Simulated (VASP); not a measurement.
Ni:

```
CELL_PARAMETERS angstrom
0.00000 1.76194 1.76194
1.76194 0.00000 1.76194
1.76194 1.76194 0.00000
ATOMIC_POSITIONS crystal
Ni 0.00000 0.00000 0.00000
```

| Item | Value |
| --- | --- |
| Program | VASP 6.6.1 |
| Task | relaxation of cell and atoms |
| Functional | PBE |
| Potentials or basis | VASP PAW PBE potentials, release 64 (Ni) |
| Cutoff | 520 eV |
| k mesh | 4 × 4 × 4 |
| Occupations | gaussian, width 0.1 eV |
| Spin | collinear spin, ferromagnetic start |
| Starting moments | [0.8] μB |

At the start: pressure -4.2 GPa; volume 10.94 Å³/atom.

Task: Where does the relaxation end?

Result: Over 5 steps the energy falls by 3.1 meV/atom and the volume is 10.71 Å³/atom (-2.1 %); space group Fm-3m (No. 225, to 0.05 Å); moment 0.59 μB per cell.

Step by step:
| step | energy change (eV) | largest force (eV/Å) | pressure (GPa) | volume (Å³) |
| --- | --- | --- | --- | --- |
| 1 | 0.0000 | 0.0000 | -4.19 | 10.94 |
| 2 | -0.0001 | 0.0000 | 4.48 | 10.49 |
| 3 | -0.0031 | 0.0000 | 0.18 | 10.71 |
| 4 | -0.0031 | 0.0000 | -0.09 | 10.72 |
| 5 | -0.0031 | 0.0000 | -0.02 | 10.71 |

Final structure:
```
CELL_PARAMETERS angstrom
0.00000 1.74975 1.74975
1.74975 0.00000 1.74975
1.74975 1.74975 0.00000
ATOMIC_POSITIONS crystal
Ni 0.00000 0.00000 0.00000
```

Caveat: the k mesh is coarse (spacing up to 0.77 Å⁻¹), so the values aren't converged.
